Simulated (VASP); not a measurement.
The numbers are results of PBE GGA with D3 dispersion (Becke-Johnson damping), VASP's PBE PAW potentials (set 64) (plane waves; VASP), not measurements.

The input files of a VASP run:

### INCAR
```
ALGO=Normal
EDIFF=1E-7
ENCUT=520
GGA=PE
ICHARG=11
ISMEAR=0
IVDW=12
LASPH=T
LCHARG=F
LORBIT=11
LREAL=F
LWAVE=F
NELM=100
PREC=Accurate
SIGMA=0.05
SYSTEM=KF
```

File KPOINTS:
```
k-points along high-symmetry lines
15
Line-mode
Reciprocal
  0.000000   0.000000   0.000000 ! GAMMA
  0.500000   0.000000   0.500000 ! X

  0.500000   0.000000   0.500000 ! X
  0.625000   0.250000   0.625000 ! U

  0.375000   0.375000   0.750000 ! K
  0.000000   0.000000   0.000000 ! GAMMA

  0.000000   0.000000   0.000000 ! GAMMA
  0.500000   0.500000   0.500000 ! L

  0.500000   0.500000   0.500000 ! L
  0.500000   0.250000   0.750000 ! W

  0.500000   0.250000   0.750000 ! W
  0.500000   0.000000   0.500000 ! X
```

### POSCAR
```
KF
3.7830210
  0.0000000000   0.7071068334   0.7071068334
  0.7071068334   0.0000000000   0.7071068334
  0.7071068334   0.7071068334   0.0000000000
K F
1 1
direct
  0.0000000000   0.0000000000   0.0000000000
  0.5000000000   0.5000000000   0.5000000000
```

POTCAR, in this order: K_sv F (PBE.64 set). Program: vasp_std. Read from the step before: CHGCAR.

The resulting files:

**OUTCAR**
```
 ion  position               nearest neighbor table
   1  0.000  0.000  0.000-   2 2.67   2 2.67   2 2.67   2 2.67   2 2.67   2 2.67
   2  0.500  0.500  0.500-   1 2.67   1 2.67   1 2.67   1 2.67   1 2.67   1 2.67
  LATTYP: Found a face centered cubic cell.
 ALAT       =     5.3500000000
 Subroutine PRICEL returns:
 Original cell was already a primitive cell.
 Subroutine GETGRP returns: Found 48 space group operations
The static configuration has the point symmetry O_h .
The dynamic configuration has the point symmetry O_h .
 Subroutine INISYM returns: Found 48 space group operations
   k-points           NKPTS =     90   k-points in BZ     NKDIM =     90   number of bands    NBANDS=     12
   number of dos      NEDOS =    301   number of ions     NIONS =      2
   total plane-waves  NPLWV =  21952
   dimension x,y,z NGX =    28 NGY =   28 NGZ =   28
   dimension x,y,z NGXF=    56 NGYF=   56 NGZF=   56
   ions per type =               1   1
   PREC   = accura    normal or accurate (medium, high low for compatibility)
   ISTART =      0    job   : 0-new  1-cont  2-samecut
   ICHARG =     11    charge: 1-file 2-atom 10-const
   ISPIN  =      1    spin polarized calculation?
   LNONCOLLINEAR =      F non collinear calculations
   LSORBIT =      F    spin-orbit coupling
   INIWAV =      1    electr: 0-lowe 1-rand  2-diag
   ENCUT  =  520.0 eV  38.22 Ry    6.18 a.u.   7.03  7.03  7.03*2*pi/ulx,y,z
...
```

File OSZICAR:
```
       N       E                     dE             d eps       ncg     rms          rms(c)
DAV:   1     0.113642155303E+03    0.11364E+03   -0.84227E+03  2160   0.129E+03
DAV:   2    -0.228173324898E+01   -0.11592E+03   -0.10604E+03  2604   0.325E+02
DAV:   3    -0.769064411844E+01   -0.54089E+01   -0.53679E+01  2808   0.656E+01
DAV:   4    -0.787999667302E+01   -0.18935E+00   -0.18917E+00  3432   0.107E+01
DAV:   5    -0.788165502466E+01   -0.16584E-02   -0.16583E-02  2752   0.108E+00
DAV:   6    -0.788169724604E+01   -0.42221E-04   -0.42221E-04  3292   0.954E-02
DAV:   7    -0.788169741226E+01   -0.16621E-06   -0.16623E-06  2792   0.107E-02
DAV:   8    -0.788169741404E+01   -0.17842E-08   -0.17602E-08  1968   0.913E-04
   1 F= -.81970327E+01 E0= -.81970327E+01  d E =-.513447E-13
```

OUTCAR:
```
 val. band max:       -2.8140682236   @ k =   0.0000   0.0000   0.0000

 cond. band min:       3.3333401619   @ k =   0.0000   0.0000   0.0000



 k-point     1 :       0.0000    0.0000    0.0000
  band No.  band energies     occupation
      1     -28.9612      2.00000
      2     -21.4677      2.00000
      3     -12.2142      2.00000
      4     -12.2142      2.00000
      5     -12.2142      2.00000
      6      -2.8141      2.00000
      7      -2.8141      2.00000
      8      -2.8141      2.00000
      9       3.3333      0.00000
     10       7.8555      0.00000
     11       7.8555      0.00000
     12       7.8555      0.00000

 k-point     2 :       0.0357    0.0000    0.0357
  band No.  band energies     occupation
      1     -28.9597      2.00000
      2     -21.4699      2.00000
      3     -12.2169      2.00000
      4     -12.2169      2.00000
      5     -12.2151      2.00000
      6      -2.8388      2.00000
      7      -2.8158      2.00000
      8      -2.8158      2.00000
      9       3.3821      0.00000
     10       7.8029      0.00000
     11       7.8893      0.00000
     12       7.8893      0.00000

 k-point     3 :       0.0714    0.0000    0.0714
  band No.  band energies     occupation
      1     -28.9552      2.00000
      2     -21.4740      2.00000
      3     -12.2246      2.00000
      4     -12.2246      2.00000
      5     -12.2182      2.00000
      6      -2.9068      2.00000
      7      -2.8208      2.00000
      8      -2.8208      2.00000
      9       3.5237      0.00000
     10       7.6550      0.00000
     11       7.9896      0.00000
     12       7.9896      0.00000

 k-point     4 :       0.1071    0.0000    0.1071
  band No.  band energies     occupation
      1     -28.9479      2.00000
      2     -21.4797      2.00000
      3     -12.2369      2.00000
      4     -12.2369      2.00000
      5     -12.2264      2.00000
      6      -3.0028      2.00000
      7      -2.8283      2.00000
...
```

The density is held fixed in this step, so its total energy and stress have no physical meaning.

The compound is KF in the rock salt structure. The cell was not relaxed at this level.
